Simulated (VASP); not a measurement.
Output of a VASP run:

### OUTCAR
```
 ion  position               nearest neighbor table
   1  0.000  0.000  0.000-   2 3.11   2 3.11   2 3.11   2 3.11   2 3.11   2 3.11
   2  0.500  0.500  0.500-   1 3.11   1 3.11   1 3.11   1 3.11   1 3.11   1 3.11
  LATTYP: Found a face centered cubic cell.
 ALAT       =     6.2130629130
 Subroutine PRICEL returns:
 Original cell was already a primitive cell.
 Subroutine GETGRP returns: Found 48 space group operations
The static configuration has the point symmetry O_h .
The dynamic configuration has the point symmetry O_h .
 Subroutine INISYM returns: Found 48 space group operations
 Subroutine IBZKPT returns following result:
 Found     29 irreducible k-points:

 Following reciprocal coordinates:
            Coordinates               Weight
  0.000000  0.000000  0.000000      1.000000
  0.125000  0.000000  0.000000      8.000000
  0.250000  0.000000  0.000000      8.000000
  0.375000  0.000000  0.000000      8.000000
  0.500000  0.000000  0.000000      4.000000
  0.125000  0.125000  0.000000      6.000000
  0.250000  0.125000  0.000000     24.000000
  0.375000  0.125000  0.000000     24.000000
  0.500000  0.125000  0.000000     24.000000
 -0.375000  0.125000  0.000000     24.000000
 -0.250000  0.125000  0.000000     24.000000
 -0.125000  0.125000  0.000000     12.000000
  0.250000  0.250000  0.000000      6.000000
  0.375000  0.250000  0.000000     24.000000
  0.500000  0.250000  0.000000     24.000000
 -0.375000  0.250000  0.000000     24.000000
 -0.250000  0.250000  0.000000     12.000000
  0.375000  0.375000  0.000000      6.000000
  0.500000  0.375000  0.000000     24.000000
 -0.375000  0.375000  0.000000     12.000000
  0.500000  0.500000  0.000000      3.000000
  0.375000  0.250000  0.125000     24.000000
  0.500000  0.250000  0.125000     48.000000
 -0.375000  0.250000  0.125000     24.000000
  0.500000  0.375000  0.125000     24.000000
 -0.375000  0.375000  0.125000     48.000000
 -0.250000  0.375000  0.125000     24.000000
 -0.375000  0.500000  0.125000     12.000000
 -0.250000  0.500000  0.250000      6.000000
   k-points           NKPTS =     29   k-points in BZ     NKDIM =     29   number of bands    NBANDS=     14
   number of dos      NEDOS =    601   number of ions     NIONS =      2
   total plane-waves  NPLWV =  46656
   dimension x,y,z NGX =    36 NGY =   36 NGZ =   36
   dimension x,y,z NGXF=    72 NGYF=   72 NGZF=   72
   ions per type =               1   1
   PREC   = accura    normal or accurate (medium, high low for compatibility)
   ISTART =      0    job   : 0-new  1-cont  2-samecut
   ICHARG =      2    charge: 1-file 2-atom 10-const
   ISPIN  =      1    spin polarized calculation?
   LNONCOLLINEAR =      F non collinear calculations
   LSORBIT =      F    spin-orbit coupling
   INIWAV =      1    electr: 0-lowe 1-rand  2-diag
   ENCUT  =  520.0 eV  38.22 Ry    6.18 a.u.   8.17  8.17  8.17*2*pi/ulx,y,z
   NELM   =    100;   NELMIN=  2; NELMDL= -5     # of ELM steps
   EDIFF  = 0.1E-06   stopping-criterion for ELM
   LREAL  =      F    real-space projection
   NLSPLINE    = F    spline interpolate recip. space projectors
   LMAXMIX     =    4 max onsite mixed and CHGCAR
   VOSKOWN=      0    Vosko Wilk Nusair interpolation
   EDIFFG = 0.1E-05   stopping-criterion for IOM
   NSW    =      0    number of steps for IOM
   NBLOCK =      1;   KBLOCK =      1    inner block; outer block
   IBRION =     -1    ionic relax: 0-MD 1-quasi-New 2-CG
   NFREE  =      0    steps in history (QN), initial steepest desc. (CG)
   ISIF   =      2    stress and relaxation
   ISYM   =      2    0-nonsym 1-usesym 2-fastsym
   TEIN   =    0.0    initial temperature
   TEBEG  =    0.0;   TEEND  =   0.0 temperature during run
   SMASS  =  -3.00    Nose mass-parameter (am)
   PSTRESS=    0.0 pullay stress
   NELECT =      20.0000    total number of electrons
   EFERMI =   0.00;   METHOD = LEGACY
   ISMEAR =    -5;   SIGMA  =   0.20  broadening in eV -4-tet -1-fermi 0-gaus
   IALGO  =     38    algorithm
...
```

OSZICAR:
```
       N       E                     dE             d eps       ncg     rms          rms(c)
DAV:   1     0.158473539150E+03    0.15847E+03   -0.96870E+03   812   0.143E+03
DAV:   2     0.410027926960E+01   -0.15437E+03   -0.15118E+03   884   0.351E+02
DAV:   3    -0.830123063160E+01   -0.12402E+02   -0.12351E+02  1034   0.105E+02
DAV:   4    -0.861039482850E+01   -0.30916E+00   -0.30896E+00   900   0.196E+01
DAV:   5    -0.862096450749E+01   -0.10570E-01   -0.10570E-01  1124   0.359E+00    0.275E+00
DAV:   6    -0.826700754121E+01    0.35396E+00   -0.98614E-01  1158   0.894E+00    0.150E+00
DAV:   7    -0.826221308114E+01    0.47945E-02   -0.13909E-01   910   0.240E+00    0.846E-01
DAV:   8    -0.826515215826E+01   -0.29391E-02   -0.13677E-02   878   0.140E+00    0.162E-01
DAV:   9    -0.826470349598E+01    0.44866E-03   -0.25641E-03  1182   0.515E-01    0.660E-02
DAV:  10    -0.826478598555E+01   -0.82490E-04   -0.21637E-04   890   0.923E-02    0.230E-02
DAV:  11    -0.826478682858E+01   -0.84303E-06   -0.40273E-05   966   0.685E-02    0.250E-03
DAV:  12    -0.826478738495E+01   -0.55636E-06   -0.31129E-06  1052   0.171E-02    0.155E-03
DAV:  13    -0.826478732447E+01    0.60479E-07   -0.10368E-07   662   0.328E-03
   1 F= -.82647873E+01 E0= -.82647873E+01  d E =0.000000E+00
```

**OUTCAR**
```
------------------------ aborting loop because EDIFF is reached ----------------------------------------
  FORCE on cell =-STRESS in cart. coord.  units (eV):
  Direction    XX          YY          ZZ          XY          YZ          ZX
  --------------------------------------------------------------------------------------
  Total        0.0117183      0.0117183      0.0117183     -0.0000000      0.0000000      0.0000000
  in kB        0.3131248      0.3131248      0.3131248     -0.0000000      0.0000000      0.0000000
  external PRESSURE =       0.3131248 kB  Pullay stress =       0.0000000 kB
  volume of cell :       59.96
      direct lattice vectors                 reciprocal lattice vectors
     0.000000000  3.106531456  3.106531456    -0.160951211  0.160951211  0.160951211
     3.106531456  0.000000000  3.106531456     0.160951211 -0.160951211  0.160951211
     3.106531456  3.106531456  0.000000000     0.160951211  0.160951211 -0.160951211
  FREE ENERGIE OF THE ION-ELECTRON SYSTEM (eV)
  ---------------------------------------------------
  free  energy   TOTEN  =        -8.2647873245 eV

  energy  without entropy=       -8.2647873245  energy(sigma->0) =       -8.26478732

 total charge

# of ion       s       p       d       tot
------------------------------------------
    1        1.479   0.515   9.840  11.834
    2        1.468   2.322   0.015   3.804
--------------------------------------------------
tot          2.947   2.837   9.855  15.639
```
(Selected blocks of OUTCAR.)

POSCAR:
```
PbSe
1
    0.0000000000     3.1065314565     3.1065314565
    3.1065314565     0.0000000000     3.1065314565
    3.1065314565     3.1065314565     0.0000000000
Pb Se
1 1
Direct
  0.0000000000   0.0000000000   0.0000000000
  0.5000000000   0.5000000000   0.5000000000
```

**Question.** Reconstruct the remaining input files.

**Answer.** This is not unique; one that fits is the input of the run itself, PW91 GGA, plane waves, VASP's PBE PAW potentials (set 64).

KPOINTS:
```
K-points
0
G
 8 8 8
0 0 0
```

**INCAR**
```
# general
SYSTEM  = PbSe
PREC    = Accurate
ENCUT   = 520
LREAL   = .False.
LASPH   = .True.   # aspherical one-centre terms

# electronic loop
EDIFF   = 1E-7   # SCF stop (eV)
NELM    = 100
ALGO    = Normal   # blocked Davidson
LMAXMIX = 4   # l cut-off of mixed one-centre charges

# smearing
ISMEAR  = -5

# functional
GGA     = 91   # PW91

# ions
ISIF    = 2

# output
LWAVE   = .False.
LCHARG  = .True.
LORBIT  = 11
NEDOS   = 601   # DOS grid
```

POTCAR, in this order: Pb_d Se (PBE.64 set). Program: vasp_std.

The compound is PbSe in the rock salt structure. It was relaxed first.
